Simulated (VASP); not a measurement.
Zn:

```
Zn
1.0
     2.67000    0.00000    0.00000
    -1.33500    2.31229    0.00000
     0.00000    0.00000    4.96600
Zn
2
Cartesian
  0.0000 1.5415 1.2415
  1.3350 0.7708 3.7245
```

| Quantity | Value |
| --- | --- |
| Program | VASP 6.6.1 |
| Task | relaxation of cell and atoms |
| Functional | PBEsol |
| Potentials or basis | VASP PAW PBE potentials, release 64 (Zn) |
| Cutoff | 600 eV |
| k mesh | 18 × 18 × 8 |
| Occupations | methfessel-paxton, width 0.1 eV |
| Spin | no spin polarisation |

At the start: pressure -5.5 GPa; volume 15.33 Å³/atom.

Problem. Where does the relaxation end?

Solution. Over 3 steps the energy falls by 20.4 meV/atom and the volume is 14.27 Å³/atom (-6.9 %); space group P6_3/mmc (No. 194, to 0.05 Å).

Step by step:
```tsv
step	energy change (eV)	largest force (eV/Å)	pressure (GPa)	volume (Å³)
1	0.0000	0.0000	-5.54	30.66
2	-0.0404	0.0000	0.63	28.37
3	-0.0408	0.0000	0.00	28.55
```

Final structure:
```
Zn
1.0
     2.59996    0.00000    0.00000
    -1.29998    2.25164    0.00000
     0.00000    0.00000    4.87630
Zn
2
Direct
  0.33333 0.66667 0.25000
  0.66667 0.33333 0.75000
```

Caveat: the PAW data sets were made with another functional, which shifts forces and pressure a little.
